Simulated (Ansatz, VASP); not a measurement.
## Si: VASP beside Ansatz

Wanted: the spread between two codes on one cell, functional and k mesh. Of the first pair: The structure shown is frame 29 of Ansatz's trajectory.

Method: plane waves, with VASP 6.6.1 beside it; single point at PBE, in Ansatz 0.2.0.

### Step 1. Starting point

The cell holds 127 atoms: 127 Si. Its edges and angles: a = 13.787 Å, b = 13.787 Å, c = 13.787 Å, α = 90.0°, β = 90.0°, γ = 90.0°. As first built, before any earlier steps moved the atoms (in the runner's words): 127 atoms (127 Si) placed at random at 2.26 g/cm^3, melted at 2500 K for 20 ps at fixed volume with the modified Tersoff potential (Kumagai, Izumi, Hara and Sakai, Comput. Mater. Sci. 39, 457 (2007)). Quenched from 2500 K to 300 K at 10 K/ps and fixed volume, held 5 ps.

### Step 2. Ansatz: dynamics, PBE

Ansatz runs on its default PAW (the set named soft_2) files.

One frame of this run of dynamics is then solved in both programs, so the motion causes no difference.

input.yaml reads:

```yaml
crystal:
  lattice:
    - [13.7871, 0.0, 0.0]
    - [0.0, 13.7871, 0.0]
    - [0.0, 0.0, 13.7871]
  atoms:
    - { symbol: Si, position: [0.315, 0.03086, 0.42704] }
    - { symbol: Si, position: [0.13345, 0.41207, 0.73895] }
    - { symbol: Si, position: [0.61827, 0.65031, 0.69708] }
    - { symbol: Si, position: [0.39799, 0.34713, 0.12447] }
    - { symbol: Si, position: [0.5145, 0.57362, 0.58582] }
    - { symbol: Si, position: [0.9832, 0.64075, 0.71319] }
    - { symbol: Si, position: [0.51322, 0.86828, 0.33341] }
    - { symbol: Si, position: [0.9149, 0.85319, 0.24427] }
    - { symbol: Si, position: [0.39329, 0.9997, 0.93026] }
    - { symbol: Si, position: [0.63027, 0.75676, 0.25354] }
    - { symbol: Si, position: [0.40258, 0.9784, 0.693] }
    - { symbol: Si, position: [0.74968, 0.75272, 0.61357] }
    - { symbol: Si, position: [0.82538, 0.3031, 0.1717] }
    - { symbol: Si, position: [0.98929, 0.4596, 0.98314] }
    - { symbol: Si, position: [0.59068, 0.95415, 0.4638] }
    - { symbol: Si, position: [0.49175, 0.19342, 0.57839] }
    - { symbol: Si, position: [0.07962, 0.30181, 0.62289] }
    - { symbol: Si, position: [0.94658, 0.66902, 0.2145] }
    - { symbol: Si, position: [0.86778, 0.85502, 0.41245] }
    - { symbol: Si, position: [0.1203, 0.06473, 0.79577] }
    - { symbol: Si, position: [0.4307, 0.44542, 0.85343] }
    - { symbol: Si, position: [0.74456, 0.27597, 0.92953] }
    - { symbol: Si, position: [0.27181, 0.45869, 0.09257] }
    - { symbol: Si, position: [0.35381, 0.88393, 0.13778] }
    - { symbol: Si, position: [0.27334, 0.48053, 0.92319] }
    - { symbol: Si, position: [0.8647, 0.13396, 0.23302] }
    - { symbol: Si, position: [0.88098, 0.21892, 0.72905] }
    - { symbol: Si, position: [0.60762, 0.53332, 0.44745] }
    - { symbol: Si, position: [0.85243, 0.09737, 0.49136] }
    - { symbol: Si, position: [0.01733, 0.05966, 0.53746] }
[... 91 atom lines left out ...]
    - { symbol: Si, position: [0.35316, 0.6085, 0.34707] }
    - { symbol: Si, position: [0.87388, 0.38175, 0.69516] }
    - { symbol: Si, position: [0.84879, 0.58751, 0.82397] }
    - { symbol: Si, position: [0.04089, 0.12419, 0.9396] }
    - { symbol: Si, position: [0.48856, 0.50239, 0.32829] }
    - { symbol: Si, position: [0.24106, 0.52323, 0.64683] }
kpoints:
  mp_grid: { grid: [1, 1, 1] }
hamiltonian:
  xc: pbe
scf:
  occupations: { method: fermi_dirac, width: 0.025 }
output:
  forces: true
  stress: true
md:
  timestep: 2.0
  n_steps: 88
  ensemble: nve
  temperature: 600
  initial_velocities: maxwell_boltzmann
  seed: 2431
```

Launch:

```
$ ansatz run input.yaml --threads 4 --pin off --max-ram 8192MiB --backend cpu --events-out ev --progress --plain --runs-dir out
```

Numbers of over 12 decimals in the logs are rounded to 6 here.

The program printed:

```text
Warning: md: disabling space-group detection — thermal motion breaks the input geometry's symmetry, so no spatial operation reduces the k-mesh or symmetrises the density; time reversal is kept, so that k and −k are solved as one point where they differ and the mesh holds both, and exact exchange and, on two spinor components, a DFT+U term hold to it where the run has them: on two components no moment then forms, and  [...]
Warning: output.stress: scf.convergence.dr2_threshold = 1e-7 eV (the SCF's general default) is looser than the 1.08e-8 eV advised for a printed stress (1e-10 eV for each atom of the cell: 127, of which 108 are counted). What an SCF threshold leaves in a stress goes as its square root, and in the free energy as the threshold itself, and one threshold admits the most on a small cell: [figures from the program's tests c [...]
Engine: ansatz 0.2.0, aarch64-unknown-linux-gnu
Pseudopotentials: kind: paw
Pseudopotential: Si, paw, valence charge 4, recommended cutoff 420 eV (normal), Si.paw.azcp
Functional definition: PBE
  parameter kappa = 0.804
  parameter beta = 0.066725
  exchange = pbe_x(kappa = kappa, mu = beta*pi^2/3)
  correlation = pbe_c(beta = beta)
Crystal: 127 atoms, lattice volume = 2620.709 Å³
Basis set: ecut = 420 eV, 51219 PW (Γ), exchange–correlation on 192×192×192 points (8 copies of the dense FFT grid, shifted against one another)
Bands: 381, of which v1, the nominal top of the filled ones, is band 254 counted from 1 (253 counted from 0)
Symmetry: 1 space group operations
k-points: 1
Non-local potential: Si, projectors of the file, l = 0: 2, l = 1: 2, l = 2: 2
PAW form: soft (Blöchl's): semilocal exchange-correlation on the pseudo side does not see the compensation charge
PAW one-centre angular grid: Si, 110 points (default); XC on 64 Gauss nodes
Initial density: superposition of atomic densities (neutral atoms: chi_scale 0, normalization atom), corrected by the library's trained network
Initial wavefunctions: pseudopotential atomic-orbital guess
Functional: x = pbe(κ = 0.804, μ = 0.219515), c = pbe(β = 0.066725)
SCF iter   1: F=—  HF=-80716.277261 eV  |F-HF|=—  |Δ(HF+E_count)|=         —  Δρ=3.30e-3  dr2=1.02e0  ethr=1.77e-3  ⟨swp⟩=6.0  Hψ=1768  notcnv=0  defer=60
preconditioner: auto → Resta (q_TF=auto, 2.076 Å⁻¹)  ε∞=5.7  [insulator: Δε(μ)=0.134 eV  Ē_g=7.519 eV  σ=0.025 eV  W_gap=0.87  n_scr=388 (ndim 8)  ℏωp=16.3 eV  f_vac=0.000  D(μ)=10.26/eV (n_scr^D=26)  ε∞_Penn≈5.7]
SCF iter   2: F=—  HF=-80716.167285 eV  |F-HF|=—  |Δ(HF+E_count)|=   1.10e-1  Δρ=1.74e-3  dr2=1.88e-1  ethr=2.00e-4  ⟨swp⟩=1.0  Hψ=439  notcnv=0  defer=102
SCF iter   3: F=—  HF=-80716.145870 eV  |F-HF|=—  |Δ(HF+E_count)|=   2.14e-2  Δρ=3.93e-4  dr2=7.84e-3  ethr=3.70e-5  ⟨swp⟩=2.0  Hψ=412  notcnv=0  defer=106
SCF iter   4: F=—  HF=-80716.147451 eV  |F-HF|=—  |Δ(HF+E_count)|=   1.58e-3  Δρ=1.58e-4  dr2=2.62e-3  ethr=1.54e-6  ⟨swp⟩=2.0  Hψ=448  notcnv=0  defer=106
SCF iter   5: F=—  HF=-80716.147724 eV  |F-HF|=—  |Δ(HF+E_count)|=   2.73e-4  Δρ=6.15e-5  dr2=3.43e-4  ethr=5.16e-7  ⟨swp⟩=3.0  Hψ=502  notcnv=0  defer=106
SCF iter   6: F=—  HF=-80716.147769 eV  |F-HF|=—  |Δ(HF+E_count)|=   4.50e-5  Δρ=2.46e-5  dr2=8.54e-5  ethr=6.75e-8  ⟨swp⟩=3.0  Hψ=508  notcnv=0  defer=106
SCF iter   7: F=—  HF=-80716.148420 eV  |F-HF|=—  |Δ(HF+E_count)|=   6.50e-4  Δρ=7.82e-6  dr2=5.17e-6  ethr=1.68e-8  ⟨swp⟩=3.0  Hψ=633  notcnv=0  defer=106
SCF iter   8: F=—  HF=-80716.148423 eV  |F-HF|=—  |Δ(HF+E_count)|=   3.35e-6  Δρ=2.37e-6  dr2=4.91e-7  ethr=1.02e-9  ⟨swp⟩=2.0  Hψ=441  notcnv=0  defer=106
SCF iter   9: F=-80716.148424 eV  HF=-80716.148424 eV  |F-HF|=1.22e-8  |Δ(HF+E_count)|=   4.82e-7  Δρ=7.88e-7  dr2=5.31e-8  ethr=1.97e-11  ⟨swp⟩=4.0  Hψ=1150  notcnv=0
SCF 1 converged in 9 iterations: F = -80716.148424 eV  dr2 = 5.31e-8
  greatest PAW one-centre occupation: 0.663 electrons in one spin orbital (limit 2), on the Si atom at site 36 (counted from 0), in its partial waves of l = 0
[...]
atom  36  Si     0.58161577    -0.27453870    -0.18655872
  atom  37  Si     0.82329187    -0.50348630    -0.17330285
  atom  38  Si     0.70227744     0.16292905     0.36407421
  atom  39  Si    -0.76984280     0.56386857    -0.06200782
  atom  40  Si    -1.88034294    -0.02860372     0.37362991
  atom  41  Si     0.48230358     0.48072253     0.15208150
  atom  42  Si    -0.81725144     0.24124439    -0.57514098
  atom  43  Si     1.44813003     0.03565055     0.72979013
  atom  44  Si    -0.05729229     0.19593796    -0.40741402
  atom  45  Si    -1.16839095    -0.57807571     0.53508968
  atom  46  Si    -0.31574505     0.36959529     2.13296236
  atom  47  Si    -0.36568999    -0.12088540    -0.57848830
  atom  48  Si    -0.53606011    -1.12398089    -0.04691287
  atom  49  Si     0.40481376    -0.69013652     0.83975218
  atom  50  Si    -0.61375868     0.21517175    -0.47611299
  atom  51  Si    -0.76255707    -0.50490936    -0.26254551
  atom  52  Si     0.09379157     0.30188691     0.26476524
  atom  53  Si     0.62392098    -0.60120134    -0.40796267
  atom  54  Si    -0.64088354    -0.25671912    -0.26052688
  atom  55  Si     0.01730960     0.32259533    -0.03435769
  atom  56  Si    -0.30603395     0.69282013    -0.36960727
  atom  57  Si    -0.76906035     0.72304994    -1.33714066
  atom  58  Si     0.65480157    -0.69451829    -0.81869345
  atom  59  Si     0.59342620    -1.16983489     0.38792633
[...]
atom 120  Si    -0.35119510    -0.01573742     0.45389875
  atom 121  Si    -0.64015892     0.92207619     0.40990112
  atom 122  Si     0.01435629     0.98525149     0.39790349
  atom 123  Si     0.16106458     0.01309653     0.28173694
  atom 124  Si     0.54612647     0.49149826     0.51639850
  atom 125  Si     1.29528657    -0.73745222    -0.33707453
  atom 126  Si     0.87320522     1.00492144    -0.62121316
  atom 127  Si    -0.56253165    -0.39740330     1.05367811
  max |Σ_I F_I| component: 3.13e-5 eV/Å
--- Stress (GPa, compression-positive) ---
       -1.431979       0.317598       1.201087
        0.317598       0.189958      -0.728459
        1.201087      -0.728459      -0.804989
  P = ⅓ Tr σ = -0.6823 GPa (-6.823 kbar)
--- Band table (eV) ---
  k-point 0: bands = [... 250 lower, 5.6942, 5.7179, 5.7951, 6.1329, 6.3053, 6.4453, 6.5624, 6.5946, ... 123 higher]
--- MD trajectory: 88 steps, t = 0.0 → 176.0 fs ---
  final state: T = 450.8 K   F+E_penalty+E_count = -80713.70627466 eV   E_kin = 7.342074 eV
  conserved energy: peak-to-peak 1.735e-2 eV (1.366e-4 eV/atom) over 176.0 fs
```

Reading the cycles: dr2 is the Hartree energy of the density residual (eV), the measure of convergence; HF is the Harris–Foulkes estimate of the energy, which meets the free energy F at convergence.

### Step 3. VASP: single point, PBE, pair 1

The same cell, functional, mesh and smearing now go to VASP, with its own data sets.

Lines of VASP's logs that name or quote its potential files are left out, and so is its time.

INCAR reads:

```
SYSTEM = Si
PREC = Accurate
ENCUT = 400
EDIFF = 1E-06
NELM = 120
ISMEAR = -1
SIGMA = 0.025
LREAL = Auto
ALGO = Normal
GGA = PE
NBANDS = 352
LORBIT = 11
LWAVE = .FALSE.
LCHARG = .FALSE.
ISIF = 2
LASPH = .TRUE.
GGA_COMPAT = .FALSE.
EFERMI = MIDGAP
NCORE = 4
```

POSCAR reads:

```
Si
1.0
   13.7871000000      0.0000000000      0.0000000000
    0.0000000000     13.7871000000      0.0000000000
    0.0000000000      0.0000000000     13.7871000000
Si
127
Direct
    0.3176737675      0.0410456151      0.4234465551
    0.1378389944      0.4040298540      0.7495702505
    0.6207106643      0.6532990984      0.6959041423
    0.3917212467      0.3534535907      0.1322468104
    0.5099331984      0.5834004250      0.5842055255
    0.9779649092      0.6410702758      0.7331491031
    0.5335349711      0.8678039617      0.3349000152
    0.9002400795      0.8455150104      0.2329496413
    0.3807182076      0.9948865244      0.9316897680
    0.6356449144      0.7452908879      0.2628544074
    0.4047769292      0.9851600409      0.6980510767
    0.7347593040      0.7611898079      0.6152853029
    0.8199041133      0.3007013803      0.1696223281
    0.9924712231      0.4640932466      0.9924712231
    0.5914224166      0.9523975310      0.4815153295
    0.4964423265      0.1889084724      0.5881657491
    0.0882636668      0.3170862618      0.6083585381
    0.9357225232      0.6805274496      0.2169129113
    0.8627920302      0.8517164596      0.4064016363
    0.1193361911      0.0574522561      0.7929078631
    0.4333326080      0.4593714414      0.8383343850
    0.7507887808      0.2836854741      0.9271420386
    0.2655961007      0.4690471528      0.0961768610
    0.3589224710      0.8699799088      0.1340528465
    0.2877690015      0.4812034438      0.9279108732
    0.8580412124      0.1398916378      0.2226138927
    0.8955182743      0.2189075295      0.7373414279
    0.5958468423      0.5214874774      0.4405204865
    0.8653088757      0.0843542152      0.5094109711
    0.0415025640      0.0537966650      0.5411507859
[... 91 atom lines left out ...]
    0.3648700597      0.6217768784      0.3564128787
    0.8825206171      0.3814435233      0.7111720376
    0.8328655047      0.6101428147      0.8150227386
    0.0298612471      0.1234124653      0.9417571498
    0.4890078407      0.5025132189      0.3182177543
    0.2510535210      0.5213206548      0.6648678837
```

KPOINTS reads:

```
Automatic mesh
0
Gamma
1 1 1
0 0 0
```

Potentials, in the order of the species: Si (PBE family, release 64).

Launch:

```
$ mpirun -np 16 vasp_gam
```

The program printed:

```text
[banner, memory and clock lines left out]
running   16 mpi-ranks, on    1 nodes
[...]
LDA part: xc-table for (Slater+PW92), standard interpolation
 POSCAR, INCAR and KPOINTS ok, starting setup
[...]
entering main loop
       N       E                     dE             d eps       ncg     rms          rms(c)
DAV:   1     0.213952029230E+04    0.21395E+04   -0.18672E+05   704   0.103E+03
DAV:   2    -0.389707081602E+03   -0.25292E+04   -0.23504E+04   904   0.193E+02
DAV:   3    -0.658200397882E+03   -0.26849E+03   -0.26156E+03   896   0.563E+01
DAV:   4    -0.666161000255E+03   -0.79606E+01   -0.78890E+01   880   0.116E+01
[...]
DAV:  17    -0.653924632907E+03   -0.58828E-05   -0.11489E-05   768   0.446E-03    0.377E-03
DAV:  18    -0.653924634423E+03   -0.15168E-05   -0.12511E-06   560   0.152E-03    0.140E-03
DAV:  19    -0.653924634767E+03   -0.34367E-06   -0.33255E-07   440   0.801E-04
   1 F= -.65392463E+03 E0= -.65390935E+03  d E =-.305671E-01
```

From OUTCAR (step 3):

```text
  FREE ENERGIE OF THE ION-ELECTRON SYSTEM (eV)
  ---------------------------------------------------
  free  energy   TOTEN  =      -653.9246347670 eV

  energy  without entropy=     -653.8940676439  energy(sigma->0) =     -653.90935121
```

The run ends at a pressure of -0.84 GPa, with forces up to 2.4 eV/Å.

### Step 4. Comparison

Known differences besides the potentials themselves: the cutoff is 420 eV in Ansatz and 400 eV in VASP (PREC = Accurate, projectors in real space). Total energies have different zeros and are not compared.

Forces on 8 of the 127 atoms, those with the largest forces and the largest differences (eV/Å; atoms numbered as in POSCAR):

```tsv
atom	Ansatz x, y, z	VASP x, y, z
Si29	0.598, -0.081, -2.054	0.591, -0.075, -2.051
Si36	-1.515, 1.305, 0.634	-1.509, 1.302, 0.633
Si68	0.179, 1.877, 0.459	0.178, 1.872, 0.460
Si83	-0.520, -1.950, 0.906	-0.525, -1.942, 0.902
Si85	0.228, -0.430, -0.735	0.227, -0.427, -0.726
Si99	0.403, 1.433, 1.291	0.405, 1.430, 1.288
Si116	0.978, 0.898, -1.710	0.979, 0.897, -1.709
Si122	-0.644, -2.175, -0.824	-0.642, -2.170, -0.826
```

The forces differ by 2.9 meV/Å r.m.s., which is 0.4 % of the r.m.s. force of 0.703 eV/Å (both taken over all components).

### Step 5. Ansatz: dynamics, PBE

One frame of this run of dynamics is then solved in both programs, so the motion causes no difference.

The structure compared here is frame 59 of Ansatz's trajectory.

input.yaml is that of step 2.

Launch:

```
$ ansatz run input.yaml --threads 4 --pin off --max-ram 8192MiB --backend cpu --events-out ev --progress --plain --runs-dir out
```

The program printed:

```text
[...]
Crystal: 127 atoms, lattice volume = 2620.709 Å³
Basis set: ecut = 420 eV, 51219 PW (Γ), exchange–correlation on 192×192×192 points (8 copies of the dense FFT grid, shifted against one another)
Bands: 381, of which v1, the nominal top of the filled ones, is band 254 counted from 1 (253 counted from 0)
Symmetry: 1 space group operations
k-points: 1
[...]
atom 127  Si    -0.56253165    -0.39740330     1.05367811
  max |Σ_I F_I| component: 3.13e-5 eV/Å
--- Stress (GPa, compression-positive) ---
       -1.431979       0.317598       1.201087
        0.317598       0.189958      -0.728459
        1.201087      -0.728459      -0.804989
  P = ⅓ Tr σ = -0.6823 GPa (-6.823 kbar)
--- Band table (eV) ---
  k-point 0: bands = [... 250 lower, 5.6942, 5.7179, 5.7951, 6.1329, 6.3053, 6.4453, 6.5624, 6.5946, ... 123 higher]
--- MD trajectory: 88 steps, t = 0.0 → 176.0 fs ---
[...]
conserved energy: peak-to-peak 1.735e-2 eV (1.366e-4 eV/atom) over 176.0 fs
```

### Step 6. VASP: single point, PBE, pair 2

The same cell, functional, mesh and smearing now go to VASP, with its own data sets.

INCAR is that of step 3.

POSCAR reads:

```
Si
1.0
   13.7871000000      0.0000000000      0.0000000000
    0.0000000000     13.7871000000      0.0000000000
    0.0000000000      0.0000000000     13.7871000000
Si
127
Direct
    0.3211842955      0.0352575959      0.3972626586
    0.1336539229      0.4091650891      0.7483299606
    0.6320328423      0.6444139812      0.6955850034
    0.3874418841      0.3453373081      0.1373312734
    0.5166206091      0.5959266271      0.5816161484
    0.9919417426      0.6403232007      0.7120714291
    0.5461119452      0.8520863706      0.3436618288
    0.8912969370      0.8509621313      0.2434957315
    0.3846131529      0.9983535334      0.9369265473
    0.6399895555      0.7349914050      0.2646967092
    0.3988220873      0.9692466146      0.6860616083
    0.7259322120      0.7500054399      0.6059577431
    0.8075664933      0.3107179900      0.1861377665
    0.9830348659      0.4768225370      0.9854574203
    0.5833859187      0.9523685184      0.4726157060
    0.4981250589      0.1952332253      0.5963690696
    0.0898593613      0.3291627681      0.6127104322
    0.9252634709      0.6809408795      0.1963429583
    0.8583240856      0.8451160868      0.4095712659
    0.1374328176      0.0885392867      0.8063189503
    0.4370389712      0.4594512261      0.8390306881
    0.7435573834      0.2832647910      0.9372819520
    0.2753225842      0.4724198707      0.1037709163
    0.3611201776      0.8430489370      0.1663584075
    0.2976187886      0.4874411588      0.9304784908
    0.8489965257      0.1406097004      0.2146934453
    0.9100245882      0.2088183882      0.7356224297
    0.6079233486      0.5101652994      0.4497537553
    0.8708502876      0.0897215513      0.4931131275
    0.0368750499      0.0445488899      0.5465906536
[... 91 atom lines left out ...]
    0.3596187741      0.6081481965      0.3569060934
    0.8863067650      0.3744442268      0.7202892559
    0.8312045318      0.6136823552      0.7915877886
    0.0421408418      0.1187559385      0.9414742767
    0.4949336699      0.4842787823      0.3360967861
    0.2415011134      0.5197612261      0.6588695230
```

KPOINTS is that of step 3.

Launch:

```
$ mpirun -np 16 vasp_gam
```

The program printed:

```text
[... set-up lines as in an earlier step ...]
 entering main loop
       N       E                     dE             d eps       ncg     rms          rms(c)
DAV:   1     0.213599067221E+04    0.21360E+04   -0.18677E+05   704   0.103E+03
DAV:   2    -0.392993413225E+03   -0.25290E+04   -0.23493E+04   904   0.193E+02
DAV:   3    -0.659905603027E+03   -0.26691E+03   -0.26019E+03   880   0.562E+01
DAV:   4    -0.667998706405E+03   -0.80931E+01   -0.80175E+01   872   0.117E+01
[...]
DAV:  17    -0.655531207146E+03   -0.16114E-04   -0.30459E-05   784   0.706E-03    0.940E-03
DAV:  18    -0.655531209728E+03   -0.25816E-05   -0.48531E-06   752   0.306E-03    0.428E-03
DAV:  19    -0.655531210174E+03   -0.44578E-06   -0.21949E-06   520   0.194E-03
   1 F= -.65553121E+03 E0= -.65550056E+03  d E =-.612914E-01
```

From OUTCAR (step 6):

```text
  FREE ENERGIE OF THE ION-ELECTRON SYSTEM (eV)
  ---------------------------------------------------
  free  energy   TOTEN  =      -655.5312101737 eV

  energy  without entropy=     -655.4699187556  energy(sigma->0) =     -655.50056446
```

The run ends at a pressure of -0.79 GPa, with forces up to 2.0 eV/Å.

### Step 7. Comparison

Forces on 9 of the 127 atoms, those with the largest forces and the largest differences (eV/Å; atoms numbered as in POSCAR):

```tsv
atom	Ansatz x, y, z	VASP x, y, z
Si24	-0.419, 1.650, -0.269	-0.416, 1.647, -0.275
Si40	1.019, 0.619, 0.703	1.016, 0.616, 0.696
Si41	-1.513, -0.809, -0.407	-1.510, -0.808, -0.403
Si43	1.969, 0.053, -0.403	1.966, 0.053, -0.404
Si92	1.546, 0.634, -0.394	1.542, 0.628, -0.390
Si93	0.293, 0.720, -0.064	0.294, 0.712, -0.062
Si102	-1.408, 0.826, -0.468	-1.404, 0.828, -0.465
Si117	1.050, -0.447, 1.472	1.050, -0.447, 1.469
Si126	-1.327, 0.335, -1.045	-1.324, 0.332, -1.043
```

The forces differ by 2.8 meV/Å r.m.s., which is 0.5 % of the r.m.s. force of 0.609 eV/Å (both taken over all components).

(Continued in part 2 of 2.)

[Lines on the potential files, build, host, timing and source positions are cut from VASP's logs without a mark.]

[Logs are printed without paths, hosts, clocks, repeated set-up lines and the standing remarks that a program may print on its own settings, such as how far it seeks lower states.]

[Hosts, paths, dates, database ids (printed as entryN), source tags and the programs' standing remarks are cut or masked in the printed files.]
